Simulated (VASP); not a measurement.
Energy against volume of HfO2 (fluorite). These are AM05 GGA, VASP's PBE PAW potentials (set 64) (plane waves; VASP) values and carry that method's errors. Settings: 520 eV cut-off, 8×8×8 Γ-centred mesh, Gaussian smearing of 0.050 eV, potentials Hf_pv O.

```json
[
 {"V (Å³/atom)": "9.910", "E (eV/atom)": "-10.27409"},
 {"V (Å³/atom)": "10.226", "E (eV/atom)": "-10.30150"},
 {"V (Å³/atom)": "10.543", "E (eV/atom)": "-10.31015"},
 {"V (Å³/atom)": "10.859", "E (eV/atom)": "-10.30290"}
]
```

Task: Fit these four points and predict the energy of the run at 11.175 Å³/atom.

Result: A cubic in V^(−2/3), the third-order Birch-Murnaghan form, passes through the four points with V0 = 10.55 Å³/atom and B0 = 267 GPa, and gives -10.2822 eV/atom there. The run gave -10.2820 eV/atom, +0.2 meV/atom from the fit; all five points give B0 = 268 GPa.

The compound is HfO2 in the fluorite structure, the high-temperature cubic form, which is unstable at 0 K; the monoclinic form is the stable one. It was relaxed first.
